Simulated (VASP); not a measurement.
These are PBE GGA, VASP's PBE PAW potentials (set 64) (plane waves; VASP 6.6.1) values and carry that method's errors.

VASP input:

### INCAR
```
LREAL=.FALSE.   ! projection in real space or not
PREC=Accurate
EDIFF=1E-8   ! SCF stop (eV)
LWAVE=.FALSE.
LORBIT=10
MAGMOM=0.0 0.0 4.0 4.0
LMAXMIX=4   ! l cut-off of mixed one-centre charges
ENCUT=520   ! plane-wave cut-off (eV)
ALGO=Normal   ! blocked Davidson
ISPIN=2   ! spin-polarised
SYSTEM=MnC
ISMEAR=0   ! Gaussian
NELM=100   ! most electronic steps
SIGMA=0.05
GGA=PE   ! PBE
ISIF=2   ! forces and stress, cell fixed
LASPH=.TRUE.
LCHARG=.FALSE.
```

File KPOINTS:
```
Automatic mesh
0
Gamma
7 7 7
0 0 0
```

### POSCAR
```
MnC
1
    1.4663280000    -3.8748250000     0.0000000000
    1.4663280000     3.8748250000     0.0000000000
    0.0000000000     0.0000000000     2.8897240000
C Mn
2 2
Direct
  0.5640000000   0.4360000000   0.2500000000
  0.4360000000   0.5640000000   0.7500000000
  0.8547500000   0.1452500000   0.2500000000
  0.1452500000   0.8547500000   0.7500000000
```

POTCAR, in this order: C Mn_pv (PBE.64 set). Program: vasp_std.

The moments were started parallel, and other spin orders were not tried in this run.

Problem. What does the run give for the energy per atom (σ→0), cell moment, pressure, largest force, band gap (on the k-mesh)?

Solution. 
```
Quantity                                                    Result
------------------------  ----------------------------------------
energy per atom (σ→0)                               -8.459 eV/atom
cell moment                                                3.90 μB
band gap (on the k-mesh)  none (metal, semimetal or under 0.01 eV)
pressure                                                -11.88 GPa
largest force                                      0.00644 Ry/bohr
```

### OSZICAR
```
...
DAV:  13    -0.338384800648E+02    0.20257E-05   -0.16100E-05  7771   0.373E-02    0.186E-02
DAV:  14    -0.338384780108E+02    0.20539E-05   -0.38680E-06  6733   0.174E-02    0.496E-03
DAV:  15    -0.338384775684E+02    0.44240E-06   -0.60994E-07  7515   0.727E-03    0.177E-03
DAV:  16    -0.338384773773E+02    0.19116E-06   -0.82423E-08  7004   0.294E-03    0.852E-04
DAV:  17    -0.338384773527E+02    0.24570E-07   -0.81809E-09  3416   0.850E-04    0.294E-04
DAV:  18    -0.338384773419E+02    0.10806E-07   -0.15494E-09  3303   0.439E-04    0.997E-05
DAV:  19    -0.338384773439E+02   -0.20163E-08   -0.41370E-10  3275   0.181E-04
   1 F= -.33838477E+02 E0= -.33837331E+02  d E =-.229320E-02  mag=     3.9015
```

The structure was generated: MnC was put into the CrB type (Cmcm), which need not be its known phase. The cell was not relaxed at this level. The k-mesh is coarse (spacing up to 0.33 per Å, 2π included), so the numbers may not be converged in it. The run is one of a series of settings (EDIFF = 1E-8 against the base run), some of them coarse on purpose.
